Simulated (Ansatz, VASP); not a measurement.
# NiO (rocksalt prototype) in two plane-wave programs

Wanted: the spread between two codes on one cell, functional and k mesh. The start cell is built, not measured: As first built, before any earlier steps moved the atoms (in the runner's words): rocksalt prototype, lattice guessed from radii. The cell is taken from a series of runs on this material, whose earlier steps may have relaxed, scaled, displaced or heated it; both programs get it as it stands.

Calculated with Ansatz 0.2.0; plane waves, with VASP 6.6.1 beside it; single point at LDA, DFT+U.

**1. Set-up**

Symmetry: Fm-3m, No. 225, cubic system. The conventional cell has a = 4.203 Å, b = 4.203 Å, c = 4.203 Å, α = 90.00°, β = 90.00°, γ = 90.00°. Ni has 6 O at 2.10 Å nearest. Nearest to O lie 6 Ni at 2.10 Å. As first built, before any earlier steps moved the atoms (in the runner's words): rocksalt prototype, lattice guessed from radii. Farther neighbours and most contacts between anions are not listed.

**2. Ansatz: single point, LDA, DFT+U, pair 1**

Ansatz runs on its default PAW (the set named soft_2) files.

With cell and atoms fixed, the geometry can't cause a difference; cores, projectors, grids and the points listed under the comparison can.

input.yaml reads:

```yaml
crystal:
  lattice:
    - [0.0, -2.10134405, -2.10134405]
    - [-4.2026881, 0.0, 0.0]
    - [2.10134405, 4.2026881, -2.10134405]
  atoms:
    - { symbol: Ni, position: [0.666666667, 0.666666667, 0.333333333], spin: 2.0 }
    - { symbol: Ni, position: [0.333333333, 0.333333333, 0.666666667], spin: 2.0 }
    - { symbol: Ni, position: [0.0, 0.0, 0.0], spin: 2.0 }
    - { symbol: O, position: [0.666666667, 0.166666667, 0.333333333] }
    - { symbol: O, position: [0.333333333, 0.833333333, 0.666666667] }
    - { symbol: O, position: [0.0, 0.5, 0.0] }
magnetization:
  spin_polarized: true
kpoints:
  mp_grid: { grid: [10, 10, 10] }
hamiltonian:
  xc: lda
  hubbard:
    sites:
      - { species: Ni, l: d, u_eff: 9.6 }
      - { site: 0, l: d, u_eff: 9.6, starting_ns: [{ spin: up, occupation_matrix: ni1_major }, { spin: down, occupation_matrix: ni1_minor }] }
      - { site: 1, l: d, u_eff: 9.6, starting_ns: [{ spin: up, occupation_matrix: ni1_major }, { spin: down, occupation_matrix: ni1_minor }] }
      - { site: 2, l: d, u_eff: 9.6, starting_ns: [{ spin: up, occupation_matrix: ni1_major }, { spin: down, occupation_matrix: ni1_minor }] }
    projectors: ortho-atomic
    occupation_matrices:
      ni1_major:
        matrix:
          - [0.998, 0.0, 0.0, 0.0, 0.0]
          - [0.0, 0.999, 0.0, 0.0, 0.0]
          - [0.0, 0.0, 0.999, 0.0, 0.0]
          - [0.0, 0.0, 0.0, 0.998, 0.0]
          - [0.0, 0.0, 0.0, 0.0, 0.999]
      ni1_minor:
        matrix:
          - [0.12, 0.0, 0.0, 0.0, 0.0]
          - [0.0, 0.998, 0.0, 0.0, 0.0]
          - [0.0, 0.0, 0.998, 0.0, 0.0]
          - [0.0, 0.0, 0.0, 0.12, 0.0]
          - [0.0, 0.0, 0.0, 0.0, 0.998]
scf:
  occupations: { method: fermi_dirac, width: 0.05 }
output:
  eigenvalues: true
```

The run is started by

```
$ ansatz run input.yaml --threads 4 --pin off --max-ram 8192MiB --backend cpu --events-out ev --progress --plain --runs-dir out
```

Numbers of over 12 decimals in the logs are rounded to 6 here.

The program printed:

```text
Engine: ansatz 0.2.0, aarch64-unknown-linux-gnu
Pseudopotentials: kind: paw
Pseudopotential: Ni, paw, valence charge 18, recommended cutoff 420 eV (normal), Ni.paw.azcp
Pseudopotential: O, paw, valence charge 6, recommended cutoff 420 eV (normal), O.paw.azcp
Functional definition: SPW92
  exchange = slater_x
  correlation = pw_c
Crystal: 6 atoms, lattice volume = 55.673 Å³
Basis set: ecut = 420 eV, 1089 PW (Γ)
Bands: 47, of which v1, the nominal top of the filled ones, is band 36 counted from 1 (35 counted from 0)
Symmetry: 24 space group operations
Space group: Fm-3m (ITA 225), of the structure as read, at distance tolerance 3.8e-5 Å
Magnetic group: BNS 225.116 (UNI 1618), of the structure as read, at distance tolerance 3.8e-5 Å
k-points: 171 of 1000
Non-local potential: Ni, projectors of the file, l = 0: 3, l = 1: 2, l = 2: 3, l = 3: 1
Non-local potential: O, projectors of the file, l = 0: 2, l = 1: 2, l = 2: 1
PAW form: soft (Blöchl's): semilocal exchange-correlation on the pseudo side does not see the compensation charge
PAW frozen core: Ni, regenerated for the run's functional, and the local potential with it (the file was generated under x = pbe(κ = 0.804, μ = 0.219515), c = pbe(β = 0.066725))
PAW frozen core: O, regenerated for the run's functional, and the local potential with it (the file was generated under x = pbe(κ = 0.804, μ = 0.219515), c = pbe(β = 0.066725))
PAW one-centre angular grid: Ni, 590 points (default); XC on 64 Gauss nodes
PAW one-centre angular grid: O, 110 points (default); XC on 64 Gauss nodes
Initial density: superposition of atomic densities (chi_scale 0.1, normalization cell, long waves kept (reshape's long-wave potential 0.00 eV rms))
Starting moments: Σ|m| = 6 μB on 3 of 6 sites
Initial wavefunctions: pseudopotential atomic-orbital guess
Functional: x = slater, c = lda
SCF iter   1: F=—  HF=-18977.360926 eV  |F-HF|=—  |Δ(HF+E_count)|=         —  Δρ=1.42e-1 (↑6.78e-2 ↓1.42e-1)  dr2=1.24e1  dr2_m=1.47e0  M=5.984 μB ∫|m|=5.988 μB  β_m=0.30  ethr=3.10e-3  ⟨swp⟩=5.0  Hψ=52379  notcnv=0  defer=9
preconditioner: auto → Kerker (q_TF=auto, 2.848 Å⁻¹)  [metal: Δε(μ)=0.028 eV  Ē_g=15.563 eV  σ=0.050 eV  W_gap=0.14  n_scr=20 (ndim 8)  ℏωp=34.5 eV  f_vac=0.000  D(μ)=0.27/eV (n_scr^D=0)]
spin=Collinear: Kerker preconditioning applied to the charge; magnetization (m = ρ↑ − ρ↓) channel mixes plain (no charge-response kernel on spin).
SCF iter   2: F=—  HF=-18975.524267 eV  |F-HF|=—  |Δ(HF+E_count)|=    1.84e0  Δρ=7.61e-2 (↑3.20e-2 ↓7.61e-2)  dr2=1.51e0  dr2_m=7.41e-1  M=6.000 μB ∫|m|=6.008 μB  β_m=1.00  ethr=3.10e-3  ⟨swp⟩=2.7  Hψ=29933  notcnv=0  defer=1264
preconditioner: auto → Resta (q_TF=auto, 2.848 Å⁻¹)  ε∞=6.0  [insulator: Δε(μ)=1.832 eV  Ē_g=15.352 eV  σ=0.050 eV  W_gap=1.00  n_scr=20 (ndim 8)  ℏωp=34.5 eV  f_vac=0.000  D(μ)=0.00/eV (n_scr^D=0)  ε∞_Penn≈6.0]
spin=Collinear: Resta preconditioning applied to the charge; magnetization (m = ρ↑ − ρ↓) channel mixes plain (no charge-response kernel on spin).
SCF iter   3: F=—  HF=-18975.379740 eV  |F-HF|=—  |Δ(HF+E_count)|=   1.45e-1  Δρ=2.69e-2 (↑2.69e-2 ↓2.51e-2)  dr2=4.09e-1  dr2_m=8.43e-3  M=6.000 μB ∫|m|=6.018 μB  β_m=1.00  ethr=2.10e-3  ⟨swp⟩=2.0  Hψ=20048  notcnv=0  defer=1564
SCF iter   4: F=—  HF=-18975.440484 eV  |F-HF|=—  |Δ(HF+E_count)|=   6.07e-2  Δρ=8.19e-3 (↑4.96e-3 ↓8.19e-3)  dr2=2.96e-2  dr2_m=3.69e-3  M=6.000 μB ∫|m|=6.022 μB  β_m=1.00  ethr=5.68e-4  ⟨swp⟩=2.5  Hψ=25871  notcnv=0  defer=1568
SCF iter   5: F=—  HF=-18975.564216 eV  |F-HF|=—  |Δ(HF+E_count)|=   1.24e-1  Δρ=3.01e-3 (↑2.74e-3 ↓3.01e-3)  dr2=6.27e-3  dr2_m=7.74e-5  M=6.000 μB ∫|m|=6.020 μB  β_m=1.00  ethr=4.11e-5  ⟨swp⟩=2.1  Hψ=26794  notcnv=0  defer=1523
SCF iter   6: F=—  HF=-18975.626845 eV  |F-HF|=—  |Δ(HF+E_count)|=   6.26e-2  Δρ=7.80e-4 (↑7.34e-4 ↓7.80e-4)  dr2=6.22e-4  dr2_m=2.29e-5  M=6.000 μB ∫|m|=6.020 μB  β_m=0.30  ethr=8.71e-6  ⟨swp⟩=2.1  Hψ=25912  notcnv=0  defer=1523
Mixer restart at iter 6: flushing history
spin-set hold released at iteration 6 (site moments contracting): the magnetisation degrees of freedom join the quasi-Newton model from the next iteration; the mixer history was flushed
SCF iter   7: F=—  HF=-18975.655969 eV  |F-HF|=—  |Δ(HF+E_count)|=   2.91e-2  Δρ=9.78e-4 (↑6.36e-4 ↓9.78e-4)  dr2=9.31e-4  dr2_m=5.01e-5  M=6.000 μB ∫|m|=6.020 μB  β_m=0.65  ethr=8.64e-7  ⟨swp⟩=2.0  Hψ=27164  notcnv=0  defer=1523
SCF iter   8: F=—  HF=-18975.685569 eV  |F-HF|=—  |Δ(HF+E_count)|=   2.96e-2  Δρ=1.01e-3 (↑1.01e-3 ↓8.70e-4)  dr2=8.62e-4  dr2_m=4.76e-6  M=6.000 μB ∫|m|=6.018 μB  β_m=0.54  ethr=8.64e-7  ⟨swp⟩=2.1  Hψ=27952  notcnv=0  defer=1523
SCF iter   9: F=—  HF=-18975.685214 eV  |F-HF|=—  |Δ(HF+E_count)|=   3.55e-4  Δρ=2.50e-4 (↑1.51e-4 ↓2.50e-4)  dr2=3.62e-5  dr2_m=1.24e-5  M=6.000 μB ∫|m|=6.019 μB  β_m=0.77  ethr=8.64e-7  ⟨swp⟩=2.0  Hψ=27494  notcnv=0  defer=1523
SCF iter  10: F=—  HF=-18975.685229 eV  |F-HF|=—  |Δ(HF+E_count)|=   1.53e-5  Δρ=6.52e-5 (↑6.10e-5 ↓6.52e-5)  dr2=2.51e-6  dr2_m=1.12e-6  M=6.000 μB ∫|m|=6.018 μB  β_m=0.89  ethr=5.02e-8  ⟨swp⟩=2.0  Hψ=21163  notcnv=0  defer=1523
SCF iter  11: F=—  HF=-18975.685230 eV  |F-HF|=—  |Δ(HF+E_count)|=   1.13e-6  Δρ=1.32e-5 (↑1.22e-5 ↓1.32e-5)  dr2=1.42e-7  dr2_m=7.58e-9  M=6.000 μB ∫|m|=6.018 μB  β_m=0.94  ethr=3.49e-9  ⟨swp⟩=2.0  Hψ=22166  notcnv=0  defer=1523
SCF iter  12: F=-18975.685230 eV  HF=-18975.685230 eV  |F-HF|=2.06e-9  |Δ(HF+E_count)|=   2.64e-8  Δρ=2.64e-6 (↑2.64e-6 ↓1.37e-6)  dr2=3.44e-9  dr2_m=4.32e-10  M=6.000 μB ∫|m|=6.018 μB  ethr=1.39e-10  ⟨swp⟩=8.2  Hψ=58570  notcnv=0
SCF 1 converged in 12 iterations: F = -18975.685230 eV  dr2 = 3.44e-9
  greatest PAW one-centre occupation: 1.003 electrons in one spin orbital (limit 2), on the Ni atom at site 2 (counted from 0), in its partial waves of l = 1
SCF converged after 12 iterations
Magnetization: 6.0000 μB (39.0000 up, 33.0000 down)
Absolute magnetization: 6.0152 μB (∫|ρ↑−ρ↓|, with the PAW one-centre terms)
Spin contamination: 0.0047 ħ² per cell (⟨S²⟩ above its minimum at these occupations)
Per-site moments (μB) at R_I (Å): [(1.758631, 0.866804420625), (1.758631, 0.866804420625), (1.758631, 0.866804420625), (0.162344, 0.866804420625), (0.162344, 0.866804420625), (0.162344, 0.866804420625)]
Free energy (F): -18975.685230 eV
Harris-Foulkes:  -18975.685230 eV  (|F-HF|=2.06e-9)
Internal energy: -18975.685230 eV  (E = F + TS)
E sigma→0 (E₀):  -18975.685230 eV
Fermi energy:    14.088390 eV
--- Per-component energies (eV) ---
  E_band       = -1160.129423
  E_kinetic    = 1344.623275
  E_local      = -12042.832359  (includes V_loc(G=0)·N_el)
  E_nonlocal   = 2077.732378
  E_hartree    = 4922.814762
  E_xc         = -463.080626
  E_vxc        = -597.496076  (∫ρ·V_xc dr)
  E_hubbard    = 3.224331  (on-site DFT+U / exact-exchange correction)
  E_vhub       = -112.007290  (the Hubbard potential's part of the band-sum identity)
  E_paw        = -5127.129077  (= ΣΔE_a)
  E_vpaw       = -1675.794206  (= ΣTr[D̂ρ^β])
  E_aug_tail   = 0.008852  (compensation charges beyond the density's cutoff)
  E_ewald      = -9692.639892
  E_core_change = 1.593126  (= ΣΔE_core)
  E_smearing   = -0.000000  (= −TS)
  E_closure    = -0.000000  (closes the sum)
  Σ components = -18975.685230   (vs F -18975.685230, Δ=0.00e0)
--- Specified on-site occupations, and those of the state reported ---
  electrons in the specified blocks: 24.6810 specified, 24.6783 found
  site 0 (l=d) ↓: largest change of an orbital's occupation 0.0003; electrons 3.2340 specified, 3.2325 found; spectral distance 0.0007
  site 2 (l=d) ↓: largest change of an orbital's occupation 0.0003; electrons 3.2340 specified, 3.2325 found; spectral distance 0.0007
  site 1 (l=d) ↓: largest change of an orbital's occupation 0.0003; electrons 3.2340 specified, 3.2325 found; spectral distance 0.0007
  site 2 (l=d) ↑: largest change of an orbital's occupation 0.0002; electrons 4.9930 specified, 4.9936 found; spectral distance 0.0003
  site 1 (l=d) ↑: largest change of an orbital's occupation 0.0002; electrons 4.9930 specified, 4.9936 found; spectral distance 0.0003
  site 0 (l=d) ↑: largest change of an orbital's occupation 0.0002; electrons 4.9930 specified, 4.9936 found; spectral distance 0.0003
--- Band table (eV; the first three rows and the last of 342) ---
  k-point 0 ↑: bands = [... 32 lower, 9.3212, 9.3212, 11.3979, 11.3979, 11.3979, 11.8722, 11.8722, 15.1271, ... 7 higher]
  k-point 1 ↑: bands = [... 32 lower, 9.4396, 9.7833, 11.1980, 11.3735, 11.3892, 11.4716, 12.2986, 15.3855, ... 7 higher]
  k-point 2 ↑: bands = [... 32 lower, 9.5987, 10.1966, 10.7422, 10.8648, 11.3603, 11.6756, 12.6007, 16.0194, ... 7 higher]
  k-point 170 ↓: bands = [... 32 lower, 10.5924, 16.4636, 16.8614, 17.0912, 17.3739, 17.5314, 17.6818, 20.1859, ... 7 higher]
Occupation matrices written to <dir>
```

[end of part 1 of 3]

[Lines on the potential files, build, host, timing and source positions are cut from VASP's logs without a mark.]

[Logs are printed without paths, hosts, clocks, repeated set-up lines and the standing remarks that a program may print on its own settings, such as how far it seeks lower states.]

[Hosts, paths, dates, database ids (printed as entryN), source tags and the programs' standing remarks are cut or masked in the printed files.]
